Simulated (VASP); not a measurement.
Computed with PBE GGA, VASP's PBE PAW potentials (set 64) (plane waves; VASP).

The input files of a VASP run:

KPOINTS:
```
kpoints
0
Gamma
 1 1 1
```

### INCAR
```
ALGO = Fast
EDIFF = 1E-5
EDIFFG = -0.03
ENCUT = 400
GGA = PE
IBRION = 2
ISIF = 2
ISMEAR = 0
ISYM = 0
LASPH = .TRUE.
LCHARG = .FALSE.
LMAXMIX = 4
LREAL = Auto
LWAVE = .TRUE.
NELECT = 266.0
NELM = 100
NELMIN = 4
NSW = 60
PREC = Normal
SIGMA = 0.05
SYSTEM = Ga31ZnP32
```

### POSCAR
```
Ga31ZnP32
1
   11.0671092084     0.0000000000     0.0000000000
    0.0000000000    11.0671092084     0.0000000000
   -0.0000000000    -0.0000000000    11.0671092084
Ga P Zn
31 32 1
Direct
  0.5000000000   0.0000000000   0.0000000000
  0.7500000000   0.2500000000   0.0000000000
  0.7500000000   0.0000000000   0.2500000000
  0.0000000000   0.0000000000   0.0000000000
  0.2500000000   0.2500000000   0.0000000000
  0.5000000000   0.5000000000   0.0000000000
  0.7500000000   0.7500000000   0.0000000000
  0.2500000000   0.0000000000   0.2500000000
  0.5000000000   0.2500000000   0.2500000000
  0.7500000000   0.5000000000   0.2500000000
  0.5000000000   0.0000000000   0.5000000000
  0.7500000000   0.2500000000   0.5000000000
  0.7500000000   0.0000000000   0.7500000000
  0.0000000000   0.5000000000   0.0000000000
  0.2500000000   0.7500000000   0.0000000000
  0.0000000000   0.2500000000   0.2500000000
  0.2500000000   0.5000000000   0.2500000000
  0.5000000000   0.7500000000   0.2500000000
  0.0000000000   0.0000000000   0.5000000000
  0.2500000000   0.2500000000   0.5000000000
  0.7500000000   0.7500000000   0.5000000000
  0.2500000000   0.0000000000   0.7500000000
  0.5000000000   0.2500000000   0.7500000000
  0.7500000000   0.5000000000   0.7500000000
  0.0000000000   0.7500000000   0.2500000000
  0.0000000000   0.5000000000   0.5000000000
  0.2500000000   0.7500000000   0.5000000000
  0.0000000000   0.2500000000   0.7500000000
  0.2500000000   0.5000000000   0.7500000000
  0.5000000000   0.7500000000   0.7500000000
  0.0000000000   0.7500000000   0.7500000000
  0.6250000000   0.1250000000   0.1250000000
  0.8750000000   0.3750000000   0.1250000000
  0.8750000000   0.1250000000   0.3750000000
  0.1250000000   0.1250000000   0.1250000000
  0.3750000000   0.3750000000   0.1250000000
  0.6250000000   0.6250000000   0.1250000000
  0.8750000000   0.8750000000   0.1250000000
  0.3750000000   0.1250000000   0.3750000000
  0.6254280000   0.3792870000   0.3786450000
  0.8750000000   0.6250000000   0.3750000000
  0.6250000000   0.1250000000   0.6250000000
  0.8750000000   0.3750000000   0.6250000000
  0.8750000000   0.1250000000   0.8750000000
  0.1250000000   0.6250000000   0.1250000000
  0.3750000000   0.8750000000   0.1250000000
  0.1250000000   0.3750000000   0.3750000000
  0.3759700000   0.6267510000   0.3753700000
  0.6250000000   0.8750000000   0.3750000000
  0.1250000000   0.1250000000   0.6250000000
  0.3761140000   0.3792970000   0.6265190000
  0.6228170000   0.6212430000   0.6265950000
  0.8750000000   0.8750000000   0.6250000000
  0.3750000000   0.1250000000   0.8750000000
  0.6250000000   0.3750000000   0.8750000000
  0.8750000000   0.6250000000   0.8750000000
  0.1250000000   0.8750000000   0.3750000000
  0.1250000000   0.6250000000   0.6250000000
  0.3750000000   0.8750000000   0.6250000000
  0.1250000000   0.3750000000   0.8750000000
  0.3750000000   0.6250000000   0.8750000000
  0.6250000000   0.8750000000   0.8750000000
  0.1250000000   0.8750000000   0.8750000000
  0.4995130000   0.4974720000   0.5035380000
```

POTCAR, in this order: Ga P Zn (PBE.64 set). Program: vasp_gam.

Output

OUTCAR:
```
 ion  position               nearest neighbor table
   1  0.500  0.000  0.000-  32 2.40  46 2.40  54 2.40  62 2.40
   2  0.750  0.250  0.000-  32 2.40  33 2.40  44 2.40  55 2.40
   3  0.750  0.000  0.250-  32 2.40  34 2.40  38 2.40  49 2.40
   4  0.000  0.000  0.000-  35 2.40  38 2.40  44 2.40  63 2.40
   5  0.250  0.250  0.000-  35 2.40  36 2.40  54 2.40  60 2.40
   6  0.500  0.500  0.000-  36 2.40  37 2.40  55 2.40  61 2.40
   7  0.750  0.750  0.000-  37 2.40  38 2.40  56 2.40  62 2.40
   8  0.250  0.000  0.250-  35 2.40  39 2.40  46 2.40  57 2.40
   9  0.500  0.250  0.250-  32 2.40  36 2.40  39 2.40  40 2.45
  10  0.750  0.500  0.250-  40 2.39  37 2.40  33 2.40  41 2.40
  11  0.500  0.000  0.500-  39 2.40  42 2.40  49 2.40  59 2.40
  12  0.750  0.250  0.500-  34 2.40  42 2.40  43 2.40  40 2.40
  13  0.750  0.000  0.750-  42 2.40  44 2.40  53 2.40  62 2.40
  14  0.000  0.500  0.000-  33 2.40  45 2.40  56 2.40  60 2.40
  15  0.250  0.750  0.000-  45 2.40  46 2.40  61 2.40  63 2.40
  16  0.000  0.250  0.250-  33 2.40  34 2.40  35 2.40  47 2.40
  17  0.250  0.500  0.250-  36 2.40  45 2.40  47 2.40  48 2.42
  18  0.500  0.750  0.250-  48 2.38  46 2.40  37 2.40  49 2.40
  19  0.000  0.000  0.500-  34 2.40  50 2.40  53 2.40  57 2.40
  20  0.250  0.250  0.500-  39 2.40  47 2.40  50 2.40  51 2.44
  21  0.750  0.750  0.500-  41 2.40  49 2.40  53 2.40  52 2.44
  22  0.250  0.000  0.750-  50 2.40  54 2.40  59 2.40  63 2.40
  23  0.500  0.250  0.750-  42 2.40  54 2.40  55 2.40  51 2.41
  24  0.750  0.500  0.750-  52 2.38  43 2.40  55 2.40  56 2.40
...
```

**OSZICAR**
```
       N       E                     dE             d eps       ncg     rms          rms(c)
DAV:   1     0.168788091549E+04    0.16879E+04   -0.99996E+04   332   0.118E+03
DAV:   2    -0.626606970622E+02   -0.17505E+04   -0.16758E+04   404   0.238E+02
DAV:   3    -0.282247190055E+03   -0.21959E+03   -0.21441E+03   394   0.877E+01
DAV:   4    -0.290754720851E+03   -0.85075E+01   -0.84300E+01   392   0.200E+01
DAV:   5    -0.291018022081E+03   -0.26330E+00   -0.26233E+00   408   0.367E+00    0.278E+01
RMM:   6    -0.281991059423E+03    0.90270E+01   -0.16359E+01   332   0.650E+00    0.170E+01
RMM:   7    -0.281107720753E+03    0.88334E+00   -0.19820E+01   333   0.688E+00    0.580E+00
RMM:   8    -0.280963990593E+03    0.14373E+00   -0.19199E+00   338   0.377E+00    0.379E+00
RMM:   9    -0.280880105057E+03    0.83886E-01   -0.13823E+00   332   0.212E+00    0.128E+00
RMM:  10    -0.280843871691E+03    0.36233E-01   -0.16129E-01   334   0.966E-01    0.379E-01
RMM:  11    -0.280852906749E+03   -0.90351E-02   -0.52874E-02   354   0.434E-01    0.362E-01
RMM:  12    -0.280849812563E+03    0.30942E-02   -0.21371E-02   332   0.287E-01    0.115E-01
RMM:  13    -0.280850179813E+03   -0.36725E-03   -0.37889E-03   336   0.141E-01    0.127E-01
RMM:  14    -0.280850149456E+03    0.30357E-04   -0.88076E-04   366   0.708E-02    0.691E-02
RMM:  15    -0.280850075599E+03    0.73858E-04   -0.45935E-04   338   0.428E-02    0.298E-02
RMM:  16    -0.280850092891E+03   -0.17293E-04   -0.20405E-04   349   0.253E-02    0.744E-03
RMM:  17    -0.280850091406E+03    0.14851E-05   -0.23619E-05   213   0.133E-02
   1 F= -.28085009E+03 E0= -.28085009E+03  d E =-.280850E+03
       N       E                     dE             d eps       ncg     rms          rms(c)
DAV:   1    -0.280952870257E+03   -0.10278E+00   -0.50777E+00   376   0.385E+00    0.111E+00
RMM:   2    -0.280969398446E+03   -0.16528E-01   -0.22529E-01   332   0.103E+00    0.363E-01
RMM:   3    -0.280971314334E+03   -0.19159E-02   -0.39165E-02   337   0.440E-01    0.207E-01
RMM:   4    -0.280971396073E+03   -0.81739E-04   -0.88378E-03   361   0.195E-01    0.162E-01
RMM:   5    -0.280971268778E+03    0.12729E-03   -0.23776E-03   337   0.105E-01    0.450E-02
RMM:   6    -0.280971329443E+03   -0.60665E-04   -0.74981E-04   376   0.543E-02    0.357E-02
RMM:   7    -0.280971335897E+03   -0.64543E-05   -0.23944E-04   321   0.280E-02    0.279E-02
RMM:   8    -0.280971336944E+03   -0.10469E-05   -0.51307E-05   271   0.163E-02
   2 F= -.28097134E+03 E0= -.28097134E+03  d E =-.121246E+00
       N       E                     dE             d eps       ncg     rms          rms(c)
DAV:   1    -0.280975578498E+03   -0.42426E-02   -0.29095E-01   384   0.933E-01    0.260E-01
RMM:   2    -0.280976533341E+03   -0.95484E-03   -0.12953E-02   332   0.250E-01    0.877E-02
RMM:   3    -0.280976642001E+03   -0.10866E-03   -0.22353E-03   336   0.107E-01    0.480E-02
RMM:   4    -0.280976647273E+03   -0.52721E-05   -0.50044E-04   354   0.483E-02    0.375E-02
RMM:   5    -0.280976641457E+03    0.58162E-05   -0.13529E-04   317   0.265E-02    0.121E-02
RMM:   6    -0.280976645371E+03   -0.39136E-05   -0.42583E-05   253   0.134E-02
   3 F= -.28097665E+03 E0= -.28097665E+03  d E =-.126554E+00
       N       E                     dE             d eps       ncg     rms          rms(c)
DAV:   1    -0.280984500639E+03   -0.78592E-02   -0.55928E-01   352   0.131E+00    0.318E-01
RMM:   2    -0.280985951930E+03   -0.14513E-02   -0.19281E-02   332   0.311E-01    0.858E-02
RMM:   3    -0.280986179527E+03   -0.22760E-03   -0.34909E-03   339   0.136E-01    0.672E-02
RMM:   4    -0.280986175666E+03    0.38605E-05   -0.60802E-04   356   0.598E-02    0.504E-02
RMM:   5    -0.280986164663E+03    0.11004E-04   -0.25024E-04   332   0.323E-02    0.133E-02
RMM:   6    -0.280986167230E+03   -0.25677E-05   -0.57321E-05   288   0.172E-02
   4 F= -.28098617E+03 E0= -.28098617E+03  d E =-.952186E-02
       N       E                     dE             d eps       ncg     rms          rms(c)
DAV:   1    -0.280987188362E+03   -0.10237E-02   -0.21889E-01   384   0.823E-01    0.197E-01
RMM:   2    -0.280987783951E+03   -0.59559E-03   -0.77456E-03   332   0.196E-01    0.544E-02
RMM:   3    -0.280987878198E+03   -0.94248E-04   -0.13899E-03   338   0.858E-02    0.456E-02
RMM:   4    -0.280987876320E+03    0.18782E-05   -0.24335E-04   355   0.378E-02    0.336E-02
RMM:   5    -0.280987872638E+03    0.36818E-05   -0.10634E-04   326   0.209E-02    0.944E-03
RMM:   6    -0.280987873252E+03   -0.61407E-06   -0.22928E-05   209   0.111E-02
   5 F= -.28098787E+03 E0= -.28098787E+03  d E =-.112279E-01
       N       E                     dE             d eps       ncg     rms          rms(c)
DAV:   1    -0.280990221439E+03   -0.23488E-02   -0.11786E-01   344   0.623E-01    0.142E-01
RMM:   2    -0.280990554719E+03   -0.33328E-03   -0.42753E-03   332   0.147E-01    0.435E-02
RMM:   3    -0.280990639030E+03   -0.84311E-04   -0.92266E-04   353   0.655E-02    0.410E-02
RMM:   4    -0.280990635031E+03    0.39987E-05   -0.10277E-04   322   0.269E-02    0.270E-02
RMM:   5    -0.280990634739E+03    0.29224E-06   -0.72432E-05   307   0.169E-02
   6 F= -.28099063E+03 E0= -.28099063E+03  d E =-.276149E-02
       N       E                     dE             d eps       ncg     rms          rms(c)
DAV:   1    -0.280991169876E+03   -0.53484E-03   -0.18527E-01   360   0.782E-01    0.184E-01
RMM:   2    -0.280991683568E+03   -0.51369E-03   -0.68086E-03   332   0.185E-01    0.560E-02
RMM:   3    -0.280991829184E+03   -0.14562E-03   -0.15656E-03   354   0.837E-02    0.508E-02
RMM:   4    -0.280991823304E+03    0.58791E-05   -0.17115E-04   335   0.347E-02    0.332E-02
RMM:   5    -0.280991823244E+03    0.60088E-07   -0.11172E-04   326   0.216E-02    0.110E-02
RMM:   6    -0.280991824613E+03   -0.13689E-05   -0.22215E-05   214   0.112E-02
   7 F= -.28099182E+03 E0= -.28099182E+03  d E =-.395136E-02
       N       E                     dE             d eps       ncg     rms          rms(c)
DAV:   1    -0.280993129682E+03   -0.13064E-02   -0.10031E-01   360   0.602E-01    0.158E-01
RMM:   2    -0.280993490843E+03   -0.36116E-03   -0.47976E-03   332   0.153E-01    0.431E-02
RMM:   3    -0.280993578076E+03   -0.87233E-04   -0.10349E-03   355   0.679E-02    0.401E-02
RMM:   4    -0.280993572042E+03    0.60339E-05   -0.10960E-04   332   0.268E-02    0.248E-02
RMM:   5    -0.280993571748E+03    0.29395E-06   -0.78562E-05   318   0.172E-02
   8 F= -.28099357E+03 E0= -.28099357E+03  d E =-.174714E-02
```

File OUTCAR:
```
------------------------ aborting loop because EDIFF is reached ----------------------------------------
  FORCE on cell =-STRESS in cart. coord.  units (eV):
  Direction    XX          YY          ZZ          XY          YZ          ZX
  --------------------------------------------------------------------------------------
  Total       10.7833576     10.7703749     10.7756814     -0.0353503      0.0111661     -0.0428798
  in kB       12.7456505     12.7303053     12.7365774     -0.0417832      0.0131980     -0.0506828
  external PRESSURE =      12.7375111 kB  Pullay stress =       0.0000000 kB
  volume of cell :     1355.51
      direct lattice vectors                 reciprocal lattice vectors
    11.067109208  0.000000000  0.000000000     0.090357832  0.000000000  0.000000000
     0.000000000 11.067109208  0.000000000     0.000000000  0.090357832  0.000000000
     0.000000000  0.000000000 11.067109208     0.000000000  0.000000000  0.090357832
  FREE ENERGIE OF THE ION-ELECTRON SYSTEM (eV)
  ---------------------------------------------------
  free  energy   TOTEN  =      -280.9935717484 eV

  energy  without entropy=     -280.9935717484  energy(sigma->0) =     -280.99357175

 reached required accuracy - stopping structural energy minimisation
```
(Selected blocks of OUTCAR.)

CONTCAR:
```
Ga31ZnP32
   1.00000000000000
    11.0671092083999998    0.0000000000000000    0.0000000000000000
     0.0000000000000000   11.0671092083999998    0.0000000000000000
     0.0000000000000000    0.0000000000000000   11.0671092083999998
  Ga              P               Zn
    31    32     1
Direct
     0.5000350151879286    0.0002101397723651    0.0002685246246737
     0.7495854589900077    0.2502679493530112    0.0001572428506845
     0.7495237065799464    0.9997303538959614    0.2506448781374506
     0.9999908004179523    0.9999856470245033    0.9999802709665555
     0.2506363084548651    0.2505633596527109    0.0004628712444678
     0.4999657937196361    0.4999781568347286    0.0002200703791410
     0.7495103263043295    0.7495983983943099    0.0002043128857947
     0.2506415407119992    0.0005618370958790    0.2506658655960187
     0.5025459632062429    0.2514758246387273    0.2515079154291739
     0.7487181983947678    0.4977583942847406    0.2513876654919628
     0.4999844978402395    0.0000976344701833    0.5000144542433700
     0.7487394711849980    0.2513479975924107    0.4977827605328664
     0.7494449960639226    0.0002596277482052    0.7494865848276873
     0.9998893770798091    0.5000166341137816    0.0003268701970968
     0.2502819263182400    0.7497436327670309    0.0001263333562261
     0.0003722037635850    0.2506181527466206    0.2505921239666644
     0.2514389319548854    0.5024478465603941    0.2514067558526058
     0.4977067925587188    0.7487036898453648    0.2513780483200457
     0.9998077915385826    0.9999719801295406    0.5001111291781973
     0.2511645313381843    0.2513164295479732    0.5024841479635587
     0.7487355532960257    0.7486983255333491    0.5026743272006463
     0.2504723218321332    0.9998129526841715    0.7495682041983872
     0.4977374910987440    0.2512462967260461    0.7488828682137737
     0.7488747050499421    0.5022451232836680    0.7490119901946247
     0.9997815010085715    0.7496251908618354    0.2505993882793330
     0.0000632859738227    0.5000231149858398    0.5000120286625713
     0.2512742756676872    0.7487958118483378    0.4977096591974708
     0.9999630717844247    0.2503698693605976    0.7496177036437797
     0.2510090926367691    0.4977655191049496    0.7490134765046788
     0.5022643370754574    0.7488676214272642    0.7489848296758628
     0.0000700657526067    0.7497443266512088    0.7494726003883815
     0.6247972120341065    0.1248126090178890    0.1251872958538441
     0.8752153057975245    0.3751357503823339    0.1250557076066269
     0.8752300003983212    0.1248684720781739    0.3751927544543395
     0.1250845319127335    0.1251259193440982    0.1251060239332853
     0.3752897957974645    0.3752078196308334    0.1261013143696991
     0.6248853734706084    0.6248566575934145    0.1258280979394157
     0.8748961909858080    0.8749670331852886    0.1250707827846003
     0.3753067958094219    0.1260611037358440    0.3752742169967609
     0.6241061030926461    0.3761242292928168    0.3762073096833351
     0.8742311386059015    0.6249566596509665    0.3752942015809296
     0.6248047722268103    0.1258294156279851    0.6248454654322062
     0.8744089517068269    0.3751058072388304    0.6250084321505771
     0.8749307197764314    0.1250193088948971    0.8749536713303316
     0.1247271651677005    0.6248672721900131    0.1250013947567694
     0.3750640476090809    0.8754348833237303    0.1250171627149461
     0.1259290503928142    0.3752641386851897    0.3751827598719840
     0.3758500061842359    0.6242207119126054    0.3759656002947964
     0.6248777728925484    0.8741491975682375    0.3753391785623123
     0.1246976204401924    0.1246348385749646    0.6248987050693262
     0.3755964069328083    0.3758252829083010    0.6246148633157323
     0.6242185149303259    0.6241763965341774    0.6246405127481730
     0.8750480399063728    0.8753395332850451    0.6249081832474243
     0.3750637514502814    0.1247493459010393    0.8753768926084756
     0.6249722727524857    0.3749769776235090    0.8745845920744433
     0.8753733311125290    0.6250350665470172    0.8753883733981018
     0.1248287860003150    0.8754547554672893    0.3751209484746681
     0.1256513345152010    0.6250106801776756    0.6248548374695132
     0.3751563580822928    0.8743298839935680    0.6248793690778911
     0.1246574004511803    0.3750040466419627    0.8755577472203154
     0.3749981458785899    0.6250494473888950    0.8746178755050090
     0.6249101735751912    0.8754730423832608    0.8753989303373303
     0.1250162110415440    0.8749864563847997    0.8749141511157178
     0.4997893862846817    0.5001494178996365    0.5005237458173667
```

The cell is charged, with a uniform compensating background. The supercell is sampled at Γ alone, which is coarse: total energies, pressure and levels can be off, energies of defects by several tenths of an eV.

The cell is a supercell with a defect, built from GaP (zinc blende): Zn_Ga, charge -1. The run is not spin-polarised, so no state with unpaired spins was tried.
